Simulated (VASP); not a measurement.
These are r2SCAN meta-GGA, VASP's PBE PAW potentials (set 64) (plane waves; VASP) values and carry that method's errors.

VASP input:

KPOINTS_OPT:
```
k-points along high-symmetry lines
5
Line-mode
Reciprocal
  0.000000   0.000000   0.000000 ! GAMMA
 -0.500000   0.500000   0.000000 ! Y

 -0.500000   0.500000   0.000000 ! Y
 -0.499838   0.500162   0.000000 ! C_0

  0.499838   0.499838   0.000000 ! SIGMA_0
  0.000000   0.000000   0.000000 ! GAMMA

  0.000000   0.000000   0.000000 ! GAMMA
  0.000000   0.000000   0.500000 ! Z

  0.000000   0.000000   0.500000 ! Z
  0.499838   0.499838   0.500000 ! A_0

 -0.499838   0.500162   0.500000 ! E_0
 -0.500000   0.500000   0.500000 ! T

 -0.500000   0.500000   0.500000 ! T
 -0.500000   0.500000   0.000000 ! Y

  0.000000   0.000000   0.000000 ! GAMMA
  0.000000   0.500000   0.000000 ! S

  0.000000   0.500000   0.000000 ! S
  0.000000   0.500000   0.500000 ! R

  0.000000   0.500000   0.500000 ! R
  0.000000   0.000000   0.500000 ! Z

  0.000000   0.000000   0.500000 ! Z
 -0.500000   0.500000   0.500000 ! T
```

File KPOINTS:
```
Automatic mesh
0
Gamma
7 7 3
0 0 0
```

INCAR:
```
! general
SYSTEM  = SnO
PREC    = Accurate
ENCUT   = 520   ! plane-wave cut-off (eV)
LREAL   = .False.
LASPH   = .True.

! electronic loop
EDIFF   = 1E-7   ! SCF stop (eV)
NELM    = 100   ! most electronic steps
ALGO    = Normal   ! blocked Davidson
LMAXMIX = 4   ! l cut-off of mixed one-centre charges
LMIXTAU = .True.

! smearing
ISMEAR  = -5   ! tetrahedra, Bloechl

! functional
METAGGA = R2SCAN

! ions
ISIF    = 2   ! forces and stress, cell fixed

! output
LWAVE   = .False.
LCHARG  = .False.
LORBIT  = 11   ! lm-projected
NEDOS   = 601   ! DOS grid

! other
LEFG    = .True.
```

### POSCAR
```
SnO
1
    2.6973935270    -2.6977620325    -0.0000000000
    2.6973935270     2.6977620325     0.0000000000
    0.0000000000     0.0000000000     9.8079853319
Sn O
4 4
Direct
  0.7440169438   0.2559830562   0.8673416930
  0.2559830562   0.7440169438   0.1326583070
  0.7559830562   0.2440169438   0.3673416930
  0.2440169438   0.7559830562   0.6326583070
  0.2558875654   0.2441124346   0.2500000000
  0.7441124346   0.7558875654   0.7500000000
  0.2441124346   0.2558875654   0.7500000000
  0.7558875654   0.7441124346   0.2500000000
```

POTCAR, in this order: Sn_d O (PBE.64 set). Program: vasp_std.

What will the output report for the number of irreducible k-points (NKPTS), number of bands (NBANDS), largest plane-wave count, number of space-group operations, FFT grid (NGX, NGY, NGZ)?

```yaml
number of irreducible k-points (NKPTS): 32
number of bands (NBANDS): 48
largest_plane_wave_count: 3858
number_of_space_group_operations: 8
FFT grid (NGX, NGY, NGZ): 28 × 28 × 80
```

The structure comes from a computed database's SnO entry (Cmce); how it stands against other phases isn't given here. It was relaxed first, which changed the volume by -7 %.
